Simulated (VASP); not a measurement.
All values below come from PBEsol GGA, VASP's PBE PAW potentials (set 64) (plane waves; VASP).

The input files of a VASP run:

### KPOINTS
```
Automatic mesh
0
Gamma
18 18 18
0 0 0
```

### INCAR
```
SYSTEM = Ni
PREC = Accurate; ENCUT = 520; LREAL = .False.
LASPH = .True.
EDIFF = 1E-7; NELM = 100; ALGO = Normal
LMAXMIX = 4
ISMEAR = 1; SIGMA = 0.1
GGA = PS
ISPIN = 2; MAGMOM = 0.6
ISIF = 2
LWAVE = .False.; LCHARG = .False.; LORBIT = 10
```

**POSCAR**
```
Ni
1
    0.0000000000     1.7645835734     1.7645835734
    1.7645835734     0.0000000000     1.7645835734
    1.7645835734     1.7645835734     0.0000000000
Ni
1
Direct
  0.0000000000   0.0000000000   0.0000000000
```

POTCAR, in this order: Ni (PBE.64 set). Program: vasp_std.

Output

### OSZICAR
```
       N       E                     dE             d eps       ncg     rms          rms(c)
DAV:   1     0.232130670271E+02    0.23213E+02   -0.48768E+03  7060   0.142E+03
DAV:   2    -0.689375762847E+01   -0.30107E+02   -0.29158E+02  7092   0.169E+02
DAV:   3    -0.732325911417E+01   -0.42950E+00   -0.42821E+00  8099   0.270E+01
DAV:   4    -0.732742588097E+01   -0.41668E-02   -0.41663E-02  8108   0.233E+00
DAV:   5    -0.732752911491E+01   -0.10323E-03   -0.10323E-03  8101   0.316E-01    0.105E+01
DAV:   6    -0.653616802423E+01    0.79136E+00   -0.20525E+01  7357   0.734E+01    0.636E+00
DAV:   7    -0.613343391101E+01    0.40273E+00   -0.34800E+00  7396   0.283E+01    0.182E+00
DAV:   8    -0.611722551834E+01    0.16208E-01   -0.22248E-02 10174   0.170E+00    0.908E-01
DAV:   9    -0.611445007426E+01    0.27754E-02   -0.18689E-03 10363   0.407E-01    0.263E-01
DAV:  10    -0.611368377131E+01    0.76630E-03   -0.78666E-04  9909   0.223E-01    0.339E-02
DAV:  11    -0.611367629574E+01    0.74756E-05   -0.20944E-05  8954   0.503E-02    0.323E-02
DAV:  12    -0.611367753737E+01   -0.12416E-05   -0.21373E-06  9581   0.141E-02    0.868E-03
DAV:  13    -0.611367796875E+01   -0.43138E-06   -0.44598E-07  6237   0.672E-03    0.234E-03
DAV:  14    -0.611367788859E+01    0.80160E-07   -0.13801E-08  3642   0.156E-03
   1 F= -.61136779E+01 E0= -.61137692E+01  d E =0.274024E-03  mag=     0.6172
```

OUTCAR:
```
------------------------ aborting loop because EDIFF is reached ----------------------------------------
  FORCE on cell =-STRESS in cart. coord.  units (eV):
  Direction    XX          YY          ZZ          XY          YZ          ZX
  --------------------------------------------------------------------------------------
  Total       -0.7871847     -0.7871847     -0.7871847      0.0000000      0.0000000     -0.0000000
  in kB     -114.7705747   -114.7705747   -114.7705747      0.0000000      0.0000000     -0.0000000
  external PRESSURE =    -114.7705747 kB  Pullay stress =       0.0000000 kB
  volume of cell :       10.99
      direct lattice vectors                 reciprocal lattice vectors
     0.000000000  1.764583573  1.764583573    -0.283352972  0.283352972  0.283352972
     1.764583573  0.000000000  1.764583573     0.283352972 -0.283352972  0.283352972
     1.764583573  1.764583573  0.000000000     0.283352972  0.283352972 -0.283352972
 POSITION                                       TOTAL-FORCE (eV/Angst)
 -----------------------------------------------------------------------------------
      0.00000      0.00000      0.00000         0.000000      0.000000      0.000000
 -----------------------------------------------------------------------------------
    total drift:                               -0.000000     -0.000000     -0.000000
  FREE ENERGIE OF THE ION-ELECTRON SYSTEM (eV)
  ---------------------------------------------------
  free  energy   TOTEN  =        -6.1136778886 eV

  energy  without entropy=       -6.1139519125  energy(sigma->0) =       -6.11376923

 total charge

# of ion       s       p       d       tot
------------------------------------------
    1        0.496   0.493   8.306   9.295

 magnetization (x)

# of ion       s       p       d       tot
------------------------------------------
    1       -0.007  -0.024   0.658   0.628
```
(Selected blocks of OUTCAR.)

The compound is Ni in the fcc structure. This cell is one point of a volume scan, at 1.06 of the reference volume.
